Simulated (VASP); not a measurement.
A cell of KF (rock salt) near equilibrium:

```
KF
1.0
    0.00000     2.65895     2.65895
    2.65895     0.00000     2.65895
    2.65895     2.65895     0.00000
K F
1 1
Cartesian
  0.00000   0.00000   0.00000
  2.65895   2.65895   2.65895
```

Calculation: r2SCAN meta-GGA, VASP's PBE PAW potentials (set 64) (plane waves; VASP).

```json
[
 {"run": "as it is", "ΔE (meV/atom)": "0.0", "σxx": "-0.04", "σyy": "-0.04", "σzz": "-0.04", "largest shear component, with its sign (GPa)": "0.00", "gap (eV)": "6.91"},
 {"run": "after one change", "ΔE (meV/atom)": "1.5", "σxx": "1.28", "σyy": "0.18", "σzz": "0.18", "largest shear component, with its sign (GPa)": "0.00", "gap (eV)": "6.97"}
]
```
Stress is in GPa, positive when the cell is compressed; gaps are those on the k-mesh, and 0.00 means metallic.

Q: What was changed between the two runs?
A) shear strain γ_xz = -2.0 %
B) uniaxial strain of -1.5 % along x
C) uniaxial strain of -4.0 % along z
D) uniaxial strain of -3.0 % along y

A: B, uniaxial strain of -1.5 % along x

The compound is KF in the rock salt structure.
